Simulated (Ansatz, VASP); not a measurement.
**One calculation of ZnCl4, two programs**

```
Zn Cl
1.0
    -3.07326    3.07326    3.07326
     3.07326   -3.07326    3.07326
     3.07326    3.07326   -3.07326
Zn Cl
1 4
Direct
  0.00000 0.00000 0.00000
  0.00000 0.00000 0.50000
  0.00000 0.50000 0.00000
  0.50000 0.00000 0.00000
  0.50000 0.50000 0.50000
```

Change from the starting cell: species swapped into the CrGa4 type (Im-3m, No. 229).

Alike in both runs: task relaxation of cell and atoms; functional PBE; k mesh 10 × 10 × 10; occupations gaussian, width 0.1 eV; no spin polarisation.

|  | VASP | Ansatz |
| --- | --- | --- |
| version | VASP 6.6.1 | Ansatz 0.2.0 |
| potentials or method | VASP PAW PBE potentials, release 64 (Zn, Cl) | scalar-relativistic, plane waves, PAW |
| plane-wave cutoff (eV) | 600 | 420 |
| valence electrons in the cell | 40 | 40 |

```tsv
	VASP	Ansatz	Ansatz less VASP
gap on the k mesh at the Fermi level, each at its own relaxed structure (eV)	none	none	-
relaxed volume (Å³/atom)	23.22	23.22	0.000
relaxed cell length with the largest relative difference (Å)	5.323	5.323	0.0000
```

A gap of «none» marks a metal or a gap that the smearing closes.

Caveats: the relaxation stopped at its first step, so nothing moved.
